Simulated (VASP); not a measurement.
Computed with r2SCAN meta-GGA, VASP's PBE PAW potentials (set 64) (plane waves; VASP 6.6.1).

The input files of a VASP run:

### INCAR
```
ALGO=Normal
EDIFF=1E-6
EDIFFG=-0.01
ENCUT=400
IBRION=2
ISIF=3
ISMEAR=1
ISPIN=2
LASPH=.True.
LCHARG=.False.
LMAXMIX=4
LMIXTAU=.True.
LORBIT=10
LREAL=.False.
LWAVE=.False.
MAGMOM=4.0 0.0
METAGGA=R2SCAN
NELM=100
NSW=60
PREC=Accurate
SIGMA=0.1
SYSTEM=MnS
```

**POSCAR**
```
MnS
1.0
  0.0000000000   2.8174690000   2.8174690000
  2.8174690000   0.0000000000   2.8174690000
  2.8174690000   2.8174690000   0.0000000000
Mn S
1 1
direct
  0.0000000000   0.0000000000   0.0000000000
  0.2500000000   0.2500000000   0.2500000000
```

KPOINTS:
```
Automatic mesh
0
Gamma
10 10 10
0 0 0
```

POTCAR, in this order: Mn_pv S (PBE.64 set). Program: vasp_std.

What VASP printed:

File OSZICAR:
```
       N       E                     dE             d eps       ncg     rms          rms(c)
DAV:   1     0.100795750042E+03    0.10080E+03   -0.97651E+03  3139   0.105E+03
DAV:   2    -0.234617815447E+02   -0.12426E+03   -0.11901E+03  3079   0.292E+02
DAV:   3    -0.292260963465E+02   -0.57643E+01   -0.57313E+01  3464   0.703E+01
DAV:   4    -0.293035778295E+02   -0.77481E-01   -0.77456E-01  3436   0.843E+00
DAV:   5    -0.293052607965E+02   -0.16830E-02   -0.16829E-02  3580   0.127E+00    0.111E+01
DAV:   6    -0.246418763640E+02    0.46634E+01   -0.15032E+01  2862   0.494E+01    0.140E+01
DAV:   7    -0.247909711749E+02   -0.14909E+00   -0.14558E+00  2834   0.147E+01    0.807E+00
DAV:   8    -0.248663076285E+02   -0.75336E-01   -0.19544E-01  3023   0.498E+00    0.442E+00
DAV:   9    -0.248819505507E+02   -0.15643E-01   -0.73109E-02  3219   0.305E+00    0.609E-01
DAV:  10    -0.248814383445E+02    0.51221E-03   -0.17169E-02  3128   0.175E+00    0.314E-01
DAV:  11    -0.248823711826E+02   -0.93284E-03   -0.18540E-03  3002   0.451E-01    0.132E-01
DAV:  12    -0.248827967710E+02   -0.42559E-03   -0.53625E-04  2995   0.231E-01    0.994E-02
DAV:  13    -0.248828551838E+02   -0.58413E-04   -0.89272E-05  3541   0.101E-01    0.606E-02
DAV:  14    -0.248828964336E+02   -0.41250E-04   -0.36254E-05  3170   0.508E-02    0.239E-02
DAV:  15    -0.248829023257E+02   -0.58921E-05   -0.16580E-05  3324   0.345E-02    0.638E-03
DAV:  16    -0.248829076262E+02   -0.53006E-05   -0.80314E-07  2693   0.794E-03    0.372E-03
DAV:  17    -0.248829053681E+02    0.22581E-05   -0.11283E-07  1788   0.261E-03    0.164E-03
DAV:  18    -0.248829049185E+02    0.44962E-06   -0.79110E-08  1627   0.249E-03
   1 F= -.24882905E+02 E0= -.24882942E+02  d E =-.248829E+02  mag=     5.0000
       N       E                     dE             d eps       ncg     rms          rms(c)
DAV:   1    -0.248840968224E+02   -0.11915E-02   -0.21877E-02  2820   0.221E+00    0.354E-01
DAV:   2    -0.248829723147E+02    0.11245E-02   -0.34834E-03  2820   0.101E+00    0.317E-01
DAV:   3    -0.248828999964E+02    0.72318E-04   -0.29714E-04  2855   0.164E-01    0.780E-02
DAV:   4    -0.248828663360E+02    0.33660E-04   -0.38931E-05  3080   0.601E-02    0.440E-02
DAV:   5    -0.248828798574E+02   -0.13521E-04   -0.17729E-05  2981   0.285E-02    0.219E-02
DAV:   6    -0.248828691770E+02    0.10680E-04   -0.42939E-06  2991   0.281E-02    0.149E-02
DAV:   7    -0.248828828011E+02   -0.13624E-04   -0.17179E-06  1963   0.163E-02    0.201E-03
DAV:   8    -0.248828824467E+02    0.35443E-06   -0.96554E-08  1417   0.300E-03
   2 F= -.24882882E+02 E0= -.24882920E+02  d E =0.224718E-04  mag=     5.0000
```

File OUTCAR:
```
------------------------ aborting loop because EDIFF is reached ----------------------------------------
  FORCE on cell =-STRESS in cart. coord.  units (eV):
  Direction    XX          YY          ZZ          XY          YZ          ZX
  --------------------------------------------------------------------------------------
  Total       -0.0109432     -0.0109432     -0.0109432      0.0000000      0.0000000      0.0000000
  in kB       -0.3910988     -0.3910988     -0.3910988      0.0000000      0.0000000      0.0000000
  external PRESSURE =      -0.3910988 kB  Pullay stress =       0.0000000 kB
  volume of cell :       44.83
      direct lattice vectors                 reciprocal lattice vectors
     0.000000000  2.819545469  2.819545469    -0.177333547  0.177333547  0.177333547
     2.819545469  0.000000000  2.819545469     0.177333547 -0.177333547  0.177333547
     2.819545469  2.819545469  0.000000000     0.177333547  0.177333547 -0.177333547
 POSITION                                       TOTAL-FORCE (eV/Angst)
 -----------------------------------------------------------------------------------
      0.00000      2.81955      2.81955         0.000000      0.000000      0.000000
      1.40977      1.40977      1.40977        -0.000000     -0.000000     -0.000000
 -----------------------------------------------------------------------------------
    total drift:                                0.000006      0.000006      0.000006
  FREE ENERGIE OF THE ION-ELECTRON SYSTEM (eV)
  ---------------------------------------------------
  free  energy   TOTEN  =       -24.8828824467 eV

  energy  without entropy=      -24.8829950792  energy(sigma->0) =      -24.88291999

 total charge

# of ion       s       p       d       tot
------------------------------------------
    1        0.267   6.204   4.872  11.343
    2        1.302   2.488   0.000   3.789
--------------------------------------------------
tot          1.569   8.692   4.872  15.132

 magnetization (x)

# of ion       s       p       d       tot
------------------------------------------
    1        0.048   0.062   4.364   4.474
    2        0.013   0.059   0.000   0.072
--------------------------------------------------
tot          0.061   0.121   4.364   4.546

 reached required accuracy - stopping structural energy minimisation
```
(Selected blocks of OUTCAR.)

### CONTCAR
```
MnS
   1.00000000000000
     0.0000000000000000    2.8195454688853849    2.8195454688853849
     2.8195454688853849    0.0000000000000000    2.8195454688853849
     2.8195454688853849    2.8195454688853849    0.0000000000000000
  Mn              S
     1     1
Direct
     1.0000000000000000    0.0000000000000000    0.0000000000000000
     0.2500000000000000    0.2500000000000000    0.2500000000000000
```

The moments were started parallel, and other spin orders were not tried in this run.

The structure was generated: MnS was put into the zinc blende type (F-43m), which need not be its known phase. This run relaxes it. Symmetry was kept, so distortions that lower it aren't found.
